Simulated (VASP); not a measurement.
The system is Mg.

```
Mg
1.0
     3.20930    0.00000    0.00000
    -1.60465    2.77934    0.00000
     0.00000    0.00000    5.21030
Mg
2
Direct
  0.33333 0.66667 0.25000
  0.66667 0.33333 0.75000
```

| Quantity | Value |
| --- | --- |
| Program | VASP 6.6.1 |
| Task | relaxation of cell and atoms |
| Functional | PBE |
| Dispersion | D3(BJ) |
| Potentials or basis | VASP PAW PBE potentials, release 64 (Mg) |
| Cutoff | 600 eV |
| k mesh | 15 × 15 × 8 |
| Occupations | gaussian, width 0.1 eV |
| Spin | no spin polarisation |

At the start: pressure -2.5 GPa; volume 23.24 Å³/atom.

How do energy, volume and symmetry change on relaxing?

Over 6 steps the energy falls by 13.8 meV/atom and the volume is 21.63 Å³/atom (-6.9 %); space group P6_3/mmc (No. 194, to 0.05 Å).

Step by step:
| step | energy change (eV) | largest force (eV/Å) | pressure (GPa) | volume (Å³) |
| --- | --- | --- | --- | --- |
| 1 | 0.0000 | 0.0000 | -2.50 | 46.47 |
| 2 | -0.0254 | 0.0000 | -0.72 | 44.07 |
| 3 | -0.0274 | 0.0000 | -0.02 | 43.29 |
| 4 | -0.0274 | 0.0000 | 0.04 | 43.23 |
| 5 | -0.0275 | 0.0000 | 0.03 | 43.24 |
| 6 | -0.0276 | 0.0000 | 0.02 | 43.25 |

Final structure:
```cif
data_structure
_symmetry_space_group_name_H-M 'P 1'
_symmetry_Int_Tables_number 1
_cell_length_a 3.1471
_cell_length_b 3.1471
_cell_length_c 5.0424
_cell_angle_alpha 90.000
_cell_angle_beta 90.000
_cell_angle_gamma 120.000
_cell_volume 43.25
loop_
_atom_site_label
_atom_site_type_symbol
_atom_site_fract_x
_atom_site_fract_y
_atom_site_fract_z
_atom_site_occupancy
Mg1 Mg 0.33333 0.66667 0.25000 1
Mg2 Mg 0.66667 0.33333 0.75000 1
```

Caveat: pairwise dispersion overbinds metals, which lowers pressure and volume.
